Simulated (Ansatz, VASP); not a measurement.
# Cross-check of LaBPd3 between VASP and Ansatz

One calculation is typed for both programs; each brings its own data sets. How far apart do they land? The cell is taken from a series of runs on this material, whose earlier steps may have relaxed, scaled, displaced or heated it; both programs get it as it stands.

Calculated with Ansatz 0.2.0; plane waves, with VASP 6.6.1 beside it; relaxation of cell and atoms at PBEsol.

## 1. The structure

Symmetry: Cmcm, No. 63, orthorhombic system. The conventional cell has a = 6.149 Å, b = 6.149 Å, c = 8.696 Å, α = 90.00°, β = 90.00°, γ = 90.00°. Nearest to La lie 12 Pd at 2.85 to 3.30 Å and 6 B at 3.58 to 3.77 Å. Nearest to B lie 6 Pd at 2.17 to 2.22 Å and 6 La at 3.58 to 3.77 Å. Pd has 2 B at 2.17 Å and 2 Pd at 2.88 Å and 2 La at 2.97 Å nearest. Nearest to Pd lie 2 B at 2.22 Å and 3 La at 2.85 to 3.08 Å and 4 Pd at 2.88 Å. Farther neighbours are not listed.

## 2. VASP: relaxation of cell and atoms, PBEsol

The relaxed volume is the usual yardstick between codes: in a stiff, nearly cubic crystal its relative difference is about their pressure difference at one cell divided by the bulk modulus.

Lines of VASP's logs that name or quote its potential files are left out, and so is its time.

INCAR

```
SYSTEM = LaBPd3
PREC = Accurate
ENCUT = 500
EDIFF = 1E-07
NELM = 200
ISMEAR = 1
SIGMA = 0.2
LREAL = .FALSE.
ALGO = Normal
GGA = PS
NBANDS = 54
LASPH = .TRUE.
LORBIT = 11
LWAVE = .FALSE.
LCHARG = .FALSE.
ISIF = 3
IBRION = 2
NSW = 80
EDIFFG = -0.005
GGA_COMPAT = .FALSE.
NELMIN = 4
LMAXMIX = 6
KPAR = 2
```

POSCAR

```
LaBPd3
1.0
    4.3478860000      0.0000000000      0.0000000000
    0.0000000000      4.3478860000      0.0000000000
    0.0000000000      0.0000000000      8.6957730000
La B Pd
2 2 6
Direct
    0.9635291726      0.9635291726      0.4999999425
    0.0364708274      0.0364708274      0.0000000000
    0.5000000000      0.5000000000      0.2499999713
    0.5000000000      0.5000000000      0.7500000287
    0.0000000000      0.5000000000      0.2499999713
    0.0000000000      0.5000000000      0.7500000287
    0.5000000000      0.0000000000      0.2499999713
    0.5000000000      0.0000000000      0.7500000287
    0.4268154685      0.4268154685      0.4999999425
    0.5731845315      0.5731845315      0.0000000000
```

KPOINTS

```
Automatic mesh
0
Gamma
8 8 4
0 0 0
```

PAW data sets: La, B and Pd (PBE family, release 64).

Launch:

```bash
$ mpirun -np 2 vasp_std
```

Numbers of over 12 decimals in the logs are rounded to 6 here.

What it wrote:

```text
[banner, memory and clock lines left out]
running    2 mpi-ranks, on    1 nodes
 distrk:  each k-point on    1 cores,    2 groups
 distr:  one band on    1 cores,    1 groups

 POSCAR found type information on POSCAR LaB Pd
 POSCAR found :  3 types and      10 ions
|                                                                             |
|               ----> ADVICE to this user running VASP <----                  |
|                                                                             |
|     You enforced a specific xc type in the INCAR file but a different       |
|     [... a line on the potential file left out ...]
|     I HOPE YOU KNOW WHAT YOU ARE DOING!                                     |
|                                                                             |

 LDA part: xc-table for (Slater+PW92), standard interpolation
 POSCAR, INCAR and KPOINTS ok, starting setup
 FFT: planning ... GRIDC
 FFT: planning ... GRID_SOFT
 FFT: planning ... GRID
 WAVECAR not read
 entering main loop
       N       E                     dE             d eps       ncg     rms          rms(c)
DAV:   1     0.866403277578E+03    0.86640E+03   -0.34630E+04  7180   0.230E+03
DAV:   2     0.127715202602E+03   -0.73869E+03   -0.68793E+03  7822   0.465E+02
DAV:   3    -0.270257619646E+02   -0.15474E+03   -0.14369E+03  8248   0.190E+02
DAV:   4    -0.652810744973E+02   -0.38255E+02   -0.35985E+02 13000   0.765E+01
DAV:   5    -0.708287364958E+02   -0.55477E+01   -0.53686E+01 11968   0.271E+01    0.240E+01
DAV:   6    -0.674699636619E+02    0.33588E+01   -0.72958E+01 11904   0.437E+01    0.993E+00
DAV:   7    -0.663283204334E+02    0.11416E+01   -0.12435E+01 11220   0.238E+01    0.525E+00
DAV:   8    -0.663372022243E+02   -0.88818E-02   -0.15936E+00 12040   0.662E+00    0.239E+00
DAV:   9    -0.662638107323E+02    0.73391E-01   -0.44251E-01 12560   0.416E+00    0.446E-01
DAV:  10    -0.662646858899E+02   -0.87516E-03   -0.23426E-02 10904   0.983E-01    0.191E-01
DAV:  11    -0.662645257386E+02    0.16015E-03   -0.33042E-03 11768   0.469E-01    0.647E-02
DAV:  12    -0.662645695767E+02   -0.43838E-04   -0.30694E-04 11216   0.114E-01    0.349E-02
DAV:  13    -0.662645851073E+02   -0.15531E-04   -0.60705E-05 12912   0.537E-02    0.130E-02
DAV:  14    -0.662645848727E+02    0.23459E-06   -0.12861E-05  9928   0.293E-02    0.370E-03
DAV:  15    -0.662645850583E+02   -0.18557E-06   -0.22402E-06 11880   0.105E-02    0.113E-03
DAV:  16    -0.662645850447E+02    0.13625E-07   -0.12079E-07  5272   0.274E-03
   1 F= -.66264585E+02 E0= -.66264247E+02  d E =-.662646E+02
[... from here on, the cycles between the ionic steps are left out ...]
   2 F= -.66339119E+02 E0= -.66339168E+02  d E =-.745343E-01
  19 F= -.66543854E+02 E0= -.66540836E+02  d E =-.855215E-03
  20 F= -.66544003E+02 E0= -.66540967E+02  d E =-.100361E-02
  21 F= -.66544922E+02 E0= -.66541922E+02  d E =-.918983E-03
  22 F= -.66544931E+02 E0= -.66541936E+02  d E =-.928119E-03
  23 F= -.66544986E+02 E0= -.66541989E+02  d E =-.547248E-04
  24 F= -.66545011E+02 E0= -.66542014E+02  d E =-.804742E-04
  25 F= -.66545022E+02 E0= -.66542033E+02  d E =-.110426E-04
  26 F= -.66545026E+02 E0= -.66542034E+02  d E =-.144164E-04
 curvature:  -0.72 expect dE=-0.146E-04 dE for cont linesearch -0.145E-07
 trial: gam= 0.88112 g(F)=  0.528E-05 g(S)=  0.149E-04 ort =-0.845E-06 (trialstep = 0.114E+01)
 search vector abs. value=  0.465E-04
 bond charge predicted
       N       E                     dE             d eps       ncg     rms          rms(c)
DAV:   1    -0.665449821784E+02    0.43643E-04   -0.14636E-02  7960   0.536E-01    0.315E-02
DAV:   2    -0.665450495424E+02   -0.67364E-04   -0.92322E-04 11740   0.230E-01    0.181E-02
DAV:   3    -0.665450444164E+02    0.51259E-05   -0.40290E-05 11552   0.418E-02    0.113E-02
DAV:   4    -0.665450409802E+02    0.34363E-05   -0.98555E-06 11140   0.195E-02    0.437E-03
DAV:   5    -0.665450405833E+02    0.39687E-06   -0.22150E-06 10602   0.112E-02    0.213E-03
DAV:   6    -0.665450404665E+02    0.11681E-06   -0.36343E-07  6178   0.608E-03    0.125E-03
DAV:   7    -0.665450403623E+02    0.10414E-06   -0.85579E-08  4510   0.287E-03    0.405E-04
DAV:   8    -0.665450403396E+02    0.22719E-07   -0.41130E-08  4422   0.264E-03
  27 F= -.66545040E+02 E0= -.66542056E+02  d E =-.145880E-04
 trial-energy change:   -0.000015  1 .order   -0.000015   -0.000022   -0.000008
 step:   2.0742(harm=  1.7651)  dis= 0.00140  next Energy=   -66.545043 (dE=-0.176E-04)
 reached required accuracy - stopping structural energy minimisation
```

OUTCAR, selected parts (step 2):

```text
ion  position               nearest neighbor table
   1  0.964  0.964  0.500-   9 2.85   7 2.97   5 2.97   8 2.97   6 2.97   9 3.08   9 3.08   5 3.19
                             7 3.19   6 3.19   8 3.19   9 3.30
   2  0.036  0.036  0.000-  10 2.85   6 2.97   7 2.97   8 2.97   5 2.97  10 3.08  10 3.08   5 3.19
                             6 3.19   7 3.19   8 3.19  10 3.30
   3  0.500  0.500  0.250-   5 2.17   7 2.17   7 2.17   5 2.17   9 2.22  10 2.22
   4  0.500  0.500  0.750-   6 2.17   8 2.17   8 2.17   6 2.17  10 2.22   9 2.22
   5  0.000  0.500  0.250-   3 2.17   3 2.17   9 2.88  10 2.88   1 2.97   2 2.97   7 3.07   7 3.07
                             7 3.07   7 3.07   1 3.19   2 3.19   9 3.32  10 3.32
   6  0.000  0.500  0.750-   4 2.17   4 2.17  10 2.88   9 2.88   2 2.97   1 2.97   8 3.07   8 3.07
                             8 3.07   8 3.07   2 3.19   1 3.19  10 3.32   9 3.32
   7  0.500  0.000  0.250-   3 2.17   3 2.17   9 2.88  10 2.88   1 2.97   2 2.97   5 3.07   5 3.07
                             5 3.07   5 3.07   1 3.19   2 3.19   9 3.32  10 3.32
   8  0.500  0.000  0.750-   4 2.17   4 2.17  10 2.88   9 2.88   2 2.97   1 2.97   6 3.07   6 3.07
                             6 3.07   6 3.07   2 3.19   1 3.19  10 3.32   9 3.32
   9  0.427  0.427  0.500-   3 2.22   4 2.22   1 2.85   5 2.88   7 2.88   6 2.88   8 2.88   1 3.08
                             1 3.08   1 3.30   7 3.32   5 3.32   8 3.32   6 3.32
  10  0.573  0.573  0.000-   3 2.22   4 2.22   2 2.85   5 2.88   6 2.88   7 2.88   8 2.88   2 3.08
                             2 3.08   2 3.30   7 3.32   5 3.32   6 3.32   8 3.32

  LATTYP: Found a simple tetragonal cell.
 ALAT       =     4.3478860000
 C/A-ratio  =     2.0000002300

 Subroutine GETGRP returns: Found  8 space group operations
 (whereof  4 operations were pure point group operations)

The static configuration has the point symmetry C_2v.
 The point group associated with its full space group is D_2h.

 Found     63 irreducible k-points:

   k-points           NKPTS =     63   k-points in BZ     NKDIM =     63   number of bands    NBANDS=     54

   dimension x,y,z NGX =    32 NGY =   32 NGZ =   64
   dimension x,y,z NGXF=    64 NGYF=   64 NGZF=  128

   ENCUT  =  500.0 eV  36.75 Ry    6.06 a.u.   7.93  7.93 15.85*2*pi/ulx,y,z

   NELECT =      88.0000    total number of electrons

 k-points in reciprocal lattice and weights: Automatic mesh
   0.00000000  0.00000000  0.00000000       0.004
   0.12500000  0.00000000  0.00000000       0.016
   0.25000000  0.00000000  0.00000000       0.016
   0.37500000  0.00000000  0.00000000       0.016
   0.50000000  0.00000000  0.00000000       0.008
   0.12500000  0.12500000  0.00000000       0.008
  -0.12500000  0.12500000  0.00000000       0.008
   0.25000000  0.12500000  0.00000000       0.016
  -0.12500000  0.25000000  0.00000000       0.016
[...]
0.50000000  0.37500000  0.50000000       0.016
   0.50000000  0.50000000  0.50000000       0.004

 average (electrostatic) potential at core
       1 -93.8150       2 -93.8150       3 -23.3557       4 -23.3557       5 -71.1666
       6 -71.1666       7 -71.1666       8 -71.1666       9 -71.3210      10 -71.3211

 E-fermi :   9.9104

 k-point     1 :       0.0000    0.0000    0.0000
  band No.  band energies     occupation
    ...
     41       8.4171      2.00000
     42       8.4574      2.00000
     43       8.7716      2.00000
     44       8.7770      2.00000
     45       9.8268      1.64352
     46      10.1556     -0.07092
     47      11.2122     -0.00000
     48      11.4380     -0.00000
     49      11.5583     -0.00000
     50      11.7739     -0.00000
    ...

 k-point     2 :       0.1250    0.0000    0.0000
  band No.  band energies     occupation
    ...
     40       7.9515      2.00000
     41       8.2380      2.00000
     42       8.4690      2.00000
     43       8.7021      2.00000
     44       9.1584      2.00000
     45      10.0293      0.16478
     46      10.2981     -0.01941
     47      11.0687     -0.00000
     48      11.5155     -0.00000
     49      11.6492     -0.00000
    ...

 k-point     3 :       0.2500    0.0000    0.0000
  band No.  band energies     occupation
    ...
     40       7.7086      2.00000
     41       7.9347      2.00000
     42       8.0639      2.00000
     43       8.8445      2.00000
     44       9.6504      2.06934
     45      10.5108     -0.00018
     46      10.6055     -0.00001
     47      10.6522     -0.00000
     48      11.6284     -0.00000
     49      11.6365     -0.00000
    ...

  Total        0.0164371      0.0164371      0.0094207      0.0052711      0.0000000      0.0000000
  in kB        0.1599296      0.1599296      0.0916615      0.0512868      0.0000000      0.0000000
  external PRESSURE =       0.1371736 kB  Pullay stress =       0.0000000 kB

  energy-cutoff  :      500.00
  volume of cell :      164.67
      direct lattice vectors                 reciprocal lattice vectors
     4.421690491  0.361670804  0.000000000     0.227681118 -0.018623106  0.000000000
     0.361670804  4.421690491  0.000000000    -0.018623106  0.227681118  0.000000000
     0.000000000  0.000000000  8.479041830     0.000000000  0.000000000  0.117937854

 POSITION                                       TOTAL-FORCE (eV/Angst)
 -----------------------------------------------------------------------------------
      4.66562      4.66562      4.23952        -0.000340     -0.000340     -0.000000
      0.11774      0.11774      0.00000         0.000340      0.000340     -0.000000
      2.39168      2.39168      2.11976         0.000000      0.000000     -0.000000
      2.39168      2.39168      6.35928         0.000000      0.000000     -0.000000
      0.18084      2.21085      2.11976         0.000000     -0.000000      0.000000
      0.18084      2.21085      6.35928         0.000000      0.000000      0.000000
      2.21085      0.18084      2.11976         0.000000      0.000000      0.000000
      2.21085      0.18084      6.35928         0.000000     -0.000000     -0.000000
      2.04277      2.04277      4.23952         0.002512      0.002512     -0.000000
      2.74060      2.74060      0.00000        -0.002512     -0.002512     -0.000000
 -----------------------------------------------------------------------------------
    total drift:                               -0.000383     -0.000383      0.000661

  FREE ENERGIE OF THE ION-ELECTRON SYSTEM (eV)
  ---------------------------------------------------
  free  energy   TOTEN  =       -66.5450403396 eV

  energy  without entropy=      -66.5360867881  energy(sigma->0) =      -66.54205582

 reached required accuracy - stopping structural energy minimisation

 total charge
# of ion       s       p       d       f       tot
--------------------------------------------------
    1        2.080   5.610   0.752   0.191   8.632
    2        2.080   5.610   0.752   0.191   8.632
    3        0.681   1.014   0.000   0.000   1.695
    4        0.681   1.014   0.000   0.000   1.695
    5        0.552   0.487   8.559   0.000   9.598
    6        0.552   0.487   8.559   0.000   9.598
    7        0.552   0.487   8.559   0.000   9.598
    8        0.552   0.487   8.559   0.000   9.598
    9        0.571   0.533   8.556   0.000   9.660
   10        0.571   0.533   8.556   0.000   9.660
--------------------------------------------------
tot          8.873  16.262  52.851   0.382  78.368

[... 3 further parts left out ...]
```

(Continued in part 2 of 2.)

[Lines on the potential files, build, host, timing and source positions are cut from VASP's logs without a mark.]

[Logs are printed without paths, hosts, clocks, repeated set-up lines and the standing remarks that a program may print on its own settings, such as how far it seeks lower states.]

[Hosts, paths, dates, database ids (printed as entryN), source tags and the programs' standing remarks are cut or masked in the printed files.]
